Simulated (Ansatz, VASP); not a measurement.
# Cross-check of AlN between VASP and Ansatz, part 2 of 2

Wanted: the spread between two codes on one cell, functional and k mesh. The structure shown is the end of the Ansatz relaxation below.

VASP 6.6.1 and Ansatz 0.2.0.

So far. Step 3 (VASP: single point, LDA, pair 1): The run ends at a pressure of -3.74 GPa, with forces up to 1.8e-4 eV/Å.

## Step 6: VASP: single point, LDA, pair 2

Level of this step: LDA; plane waves and PAW (N, Al) (VASP).

The same cell, functional (in two slightly different forms) and mesh now go to VASP, with its own data sets.

The input, INCAR:

```
SYSTEM = AlN
PREC = Accurate
ENCUT = 600
EDIFF = 1E-06
NELM = 120
ISMEAR = 0
SIGMA = 0.01
LREAL = .FALSE.
ALGO = Normal
GGA = PW92
NBANDS = 14
LORBIT = 11
LWAVE = .FALSE.
LCHARG = .FALSE.
ISIF = 2
LASPH = .TRUE.
GGA_COMPAT = .FALSE.
EFERMI = MIDGAP
KPAR = 2
```

The input, POSCAR:

```
AlN
1.0
    3.1267152057      0.0000000000      0.0000000000
   -1.5633576028      2.7078147985      0.0000000000
    0.0000000000      0.0000000000      5.0164022579
N Al
2 2
Direct
    0.3333333334      0.6666666668      0.3806475438
    0.6666666668      0.3333333334      0.8806475438
    0.3333333334      0.6666666668      0.9993524562
    0.6666666668      0.3333333334      0.4993524562
```

The input, KPOINTS:

```
Automatic mesh
0
Gamma
9 9 6
0 0 0
```

PAW data sets: N and Al (LDA family, release 64).

On the command line:

```console
$ mpirun -np 2 vasp_std
```

Numbers of over 12 decimals in the logs are rounded to 6 here.

What it wrote:

```text
[banner, memory and clock lines left out]
running    2 mpi-ranks, on    1 nodes
[...]
[... a notice as in an earlier step ...]

 LDA part: xc-table for (Slater(with rela. corr.)+PW92), standard interpolation
 POSCAR, INCAR and KPOINTS ok, starting setup
[...]
entering main loop
       N       E                     dE             d eps       ncg     rms          rms(c)
DAV:   1     0.491962431392E+02    0.49196E+02   -0.80805E+03  1344   0.114E+03
DAV:   2    -0.337127592276E+02   -0.82909E+02   -0.75510E+02  1878   0.205E+02
DAV:   3    -0.378033800629E+02   -0.40906E+01   -0.40675E+01  1836   0.470E+01
DAV:   4    -0.378297152730E+02   -0.26335E-01   -0.26332E-01  1494   0.457E+00
[...]
DAV:  10    -0.328272789665E+02   -0.17095E-03   -0.75054E-04  1524   0.196E-01    0.106E-01
DAV:  11    -0.328272291480E+02    0.49818E-04   -0.10097E-04  1650   0.802E-02    0.210E-02
DAV:  12    -0.328272285823E+02    0.56575E-06   -0.23195E-06  1504   0.124E-02
   1 F= -.32827229E+02 E0= -.32827229E+02  d E =0.000000E+00
```

Parts of OUTCAR (step 6):

```text
  Total       -1.9678422     -1.9678422     -1.9700590     -0.0000000      0.0000000      0.0000000
  in kB      -74.2337169    -74.2337169    -74.3173441     -0.0000000      0.0000000      0.0000000
  external PRESSURE =     -74.2615926 kB  Pullay stress =       0.0000000 kB

 POSITION                                       TOTAL-FORCE (eV/Angst)
 -----------------------------------------------------------------------------------
      0.00000      1.80521      1.90948         0.000000     -0.000000     -0.000285
      1.56336      0.90260      4.41768        -0.000000      0.000000     -0.000285
      0.00000      1.80521      5.01315         0.000000      0.000000      0.000285
      1.56336      0.90260      2.50495        -0.000000      0.000000      0.000285
 -----------------------------------------------------------------------------------
    total drift:                                0.000000     -0.000000      0.000771

  FREE ENERGIE OF THE ION-ELECTRON SYSTEM (eV)
  ---------------------------------------------------
  free  energy   TOTEN  =       -32.8272285823 eV

  energy  without entropy=      -32.8272285823  energy(sigma->0) =      -32.82722858

[... 1 part as in an earlier step ...]

[... 2 further parts left out ...]
[key lines of the parts left out:]
E-fermi :   7.7661
```

The run ends at a pressure of -7.43 GPa, with forces up to 2.8e-4 eV/Å.

## Step 7: Side by side

Both answers:

```
              quantity  Ansatz   VASP  difference
        pressure (GPa)   -7.65  -7.43       -0.22
gap on the k mesh (eV)   4.085  4.096      -0.011
```

A gap on the mesh is an upper bound, since the band edges may lie between its points.

## Step 8: Ansatz: relaxation, LDA

This run makes the geometry at which the two programs are then compared. The cell compared in this pair holds 43.29 Å³, against 42.47 Å³ for the pair before.

The structure compared here is the end of the Ansatz relaxation.

The input, input.yaml:

```yaml
crystal:
  lattice:
    - [3.1466311261, 0.0, 0.0]
    - [-1.573315563, 2.7250624915, 0.0]
    - [0.0, 0.0, 5.0483547261]
  atoms:
    - { symbol: "N", position: [0.3333333333, 0.6666666667, 0.3806475438] }
    - { symbol: "N", position: [0.6666666667, 0.3333333333, 0.8806475438] }
    - { symbol: Al, position: [0.3333333333, 0.6666666667, -0.0006475438] }
    - { symbol: Al, position: [0.6666666667, 0.3333333333, 0.4993524562] }
kpoints:
  mp_grid: { grid: [9, 9, 6] }
hamiltonian:
  xc: lda
  pseudopotentials: { kind: paw, azcp: { folder: soft_1 }, xc_functional: pbe }
scf:
  occupations: { method: fixed }
output:
  forces: true
  stress: true
  eigenvalues: true
relax:
  adjacent_minimum: "off"
  f_tol: 0.001
  max_steps: 60
  cell: { stress_tol: 0.01, fix: [volume] }
```

On the command line:

```console
$ ansatz run input.yaml --threads 8 --pin off --max-ram 16384MiB --backend cpu --events-out ev --progress --plain --runs-dir out
```

What it wrote:

```text
[...]
Crystal: 4 atoms, lattice volume = 43.288 Å³
Basis set: ecut = 420 eV, 845 PW (Γ)
Bands: 12, of which v1, the nominal top of the filled ones, is band 8 counted from 1 (7 counted from 0)
Symmetry: 12 space group operations
[...]
k-points: 48 of 486 (time reversal used)
[...]
cell:  # Å, volume = 43.2885 Å³
    - [3.145533, -2.8857343077145338e-11, 0]
    - [-1.572766, 2.724111, 0]
    - [1.4793537851792936e-19, 0, 5.051881]
  atoms:
    - { symbol: N, position: [0.333333, 0.666667, 0.380508] }
    - { symbol: N, position: [0.666667, 0.333333, 0.880508] }
    - { symbol: Al, position: [0.333333, 0.666667, -0.000508276] }
    - { symbol: Al, position: [0.666667, 0.333333, 0.499492] }
[key lines of the parts left out:]
SCF converged after 3 iterations
Free energy (F): -1779.624948 eV
Fermi energy:    6.454753 eV
P = ⅓ Tr σ = -10.9486 GPa (-109.486 kbar)
```

## Step 9: VASP: single point, LDA, pair 3

The same cell, functional (in two slightly different forms) and mesh now go to VASP, with its own data sets.

INCAR is that of step 6.

The input, POSCAR:

```
AlN
1.0
    3.1455328941      0.0000000000      0.0000000000
   -1.5727664470      2.7241113947      0.0000000000
    0.0000000000      0.0000000000      5.0518805088
N Al
2 2
Direct
    0.3333333334      0.6666666668      0.3805082760
    0.6666666668      0.3333333334      0.8805082760
    0.3333333334      0.6666666668      0.9994917240
    0.6666666668      0.3333333334      0.4994917240
```

KPOINTS is that of step 6.

On the command line:

```console
$ mpirun -np 2 vasp_std
```

What it wrote:

```text
[... set-up lines as in an earlier step ...]
 entering main loop
       N       E                     dE             d eps       ncg     rms          rms(c)
DAV:   1     0.497724344550E+02    0.49772E+02   -0.80823E+03  1344   0.114E+03
DAV:   2    -0.334519439583E+02   -0.83224E+02   -0.75844E+02  1892   0.203E+02
DAV:   3    -0.376794303982E+02   -0.42275E+01   -0.42081E+01  1800   0.474E+01
DAV:   4    -0.377067156549E+02   -0.27285E-01   -0.27282E-01  1500   0.464E+00
[...]
DAV:  10    -0.327817665758E+02   -0.17958E-03   -0.77786E-04  1530   0.201E-01    0.112E-01
DAV:  11    -0.327817151698E+02    0.51406E-04   -0.98429E-05  1674   0.800E-02    0.221E-02
DAV:  12    -0.327817144446E+02    0.72517E-06   -0.23369E-06  1488   0.126E-02
   1 F= -.32781714E+02 E0= -.32781714E+02  d E =0.000000E+00
```

OUTCAR, selected parts (step 9):

```text
  Total       -2.9083486     -2.9083486     -2.9111040     -0.0000000      0.0000000     -0.0000000
  in kB     -107.6427750   -107.6427750   -107.7447540     -0.0000000      0.0000000     -0.0000000
  external PRESSURE =    -107.6767680 kB  Pullay stress =       0.0000000 kB

 POSITION                                       TOTAL-FORCE (eV/Angst)
 -----------------------------------------------------------------------------------
      0.00000      1.81607      1.92228        -0.000000      0.000000     -0.000266
      1.57277      0.90804      4.44822         0.000000     -0.000000     -0.000266
      0.00000      1.81607      5.04931         0.000000     -0.000000      0.000266
      1.57277      0.90804      2.52337         0.000000      0.000000      0.000266
 -----------------------------------------------------------------------------------
    total drift:                                0.000000     -0.000000      0.000339

  FREE ENERGIE OF THE ION-ELECTRON SYSTEM (eV)
  ---------------------------------------------------
  free  energy   TOTEN  =       -32.7817144446 eV

  energy  without entropy=      -32.7817144446  energy(sigma->0) =      -32.78171444

[... 1 part as in an earlier step ...]

[... 2 further parts left out ...]
[key lines of the parts left out:]
E-fermi :   7.4993
```

The run ends at a pressure of -10.77 GPa, with forces up to 2.7e-4 eV/Å.

## Step 10: Side by side

Both answers:

```
              quantity  Ansatz    VASP  difference
        pressure (GPa)  -10.95  -10.77       -0.18
gap on the k mesh (eV)   3.926   3.937      -0.010
```

A gap on the mesh is an upper bound, since the band edges may lie between its points.

## Step 11: What came out

```
difference in gap on the k mesh (single point, LDA, pair 1) : -0.012 eV
difference in gap on the k mesh (single point, LDA, pair 2) : -0.011 eV
difference in gap on the k mesh (single point, LDA, pair 3) : -0.010 eV
```

What this shows: The difference in gap on the k mesh is -0.012 eV (single point, LDA, pair 1), within the 0.08 eV picked in this series as the mark of a large difference. 9 further runs of this series are not shown here. How closely two codes agree says nothing of how well the functional describes the real material.

[Lines on the potential files, build, host, timing and source positions are cut from VASP's logs without a mark.]

[Logs are printed without paths, hosts, clocks, repeated set-up lines and the standing remarks that a program may print on its own settings, such as how far it seeks lower states.]

[Hosts, paths, dates, database ids (printed as entryN), source tags and the programs' standing remarks are cut or masked in the printed files.]
